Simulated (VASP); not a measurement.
An input for Quantum ESPRESSO's pw.x (written as the equivalent of a VASP run, and not itself run):

```
&CONTROL
  calculation = 'scf'
  pseudo_dir = './pseudo'
  outdir = './out'
  tprnfor = .true.
  tstress = .true.
/
&SYSTEM
  ibrav = 0
  nat = 8
  ntyp = 4
  ecutwfc = 84
  occupations = 'smearing'
  smearing = 'fermi-dirac'
  degauss = 0.00147
  input_dft = 'pbesol'
/
&ELECTRONS
  conv_thr = 7.3e-08
  electron_maxstep = 100
/
ATOMIC_SPECIES
  K 39.098 K.upf
  Ag 107.868 Ag.upf
  As 74.922 As.upf
  O 15.999 O.upf
CELL_PARAMETERS angstrom
    -3.0037450    3.0037450    3.6043250
     3.0037450   -3.0037450    3.6043250
     3.0037450    3.0037450   -3.6043250
ATOMIC_POSITIONS crystal
  K    0.5000000  0.5000000  0.0000000
  Ag   0.7500000  0.2500000  0.5000000
  Ag   0.2500000  0.7500000  0.5000000
  As   0.0000000  0.0000000  0.0000000
  O    0.6944300  0.0304300  0.0000000
  O    0.9695700  0.9695700  0.6640000
  O    0.0304300  0.6944300  0.0000000
  O    0.3055700  0.3055700  0.3360000
K_POINTS automatic
  5 5 5 0 0 0
```

Translate this input to VASP (INCAR, KPOINTS, POSCAR, choice of POTCAR).

Several could match; the one computed here: 
INCAR:
```
SYSTEM = KAg2AsO4
PREC = Accurate
ENCUT = 400
EDIFF = 1E-6
NELM = 100
ALGO = Normal
LREAL = .FALSE.
LASPH = .TRUE.
ISMEAR = -1
SIGMA = 0.02
GGA = PS
LMAXMIX = 4
LWAVE = .FALSE.
LCHARG = .FALSE.
ISIF = 2
```

### KPOINTS
```
Automatic mesh
0
Gamma
5 5 5
0 0 0
```

POSCAR:
```
KAg2AsO4
5.5710080
 -0.5391744187   0.5391744187   0.6469789668
  0.5391744187  -0.5391744187   0.6469789668
  0.5391744187   0.5391744187  -0.6469789668
K Ag As O
1 2 1 4
Direct
  0.5000000000   0.5000000000   0.0000000000
  0.7500000000   0.2500000000   0.5000000000
  0.2500000000   0.7500000000   0.5000000000
  0.0000000000   0.0000000000   0.0000000000
  0.6944300000   0.0304300000   0.0000000000
  0.9695700000   0.9695700000   0.6640000000
  0.0304300000   0.6944300000   0.0000000000
  0.3055700000   0.3055700000   0.3360000000
```

POTCAR, in this order: K_sv Ag As O (PBE.64 set). Program: vasp_std.

Limits of the translation: the potentials are each code's own (VASP's PAW set, PseudoDojo norm-conserving files in pw.x), so ENCUT and ecutwfc are chosen apart and not converted; conv_thr bounds pw.x's estimated SCF error, while EDIFF bounds the energy change between steps.

The structure comes from a computed database's KAg2AsO4 entry (I-42m); how it stands against other phases isn't given here. The cell was not relaxed at this level.
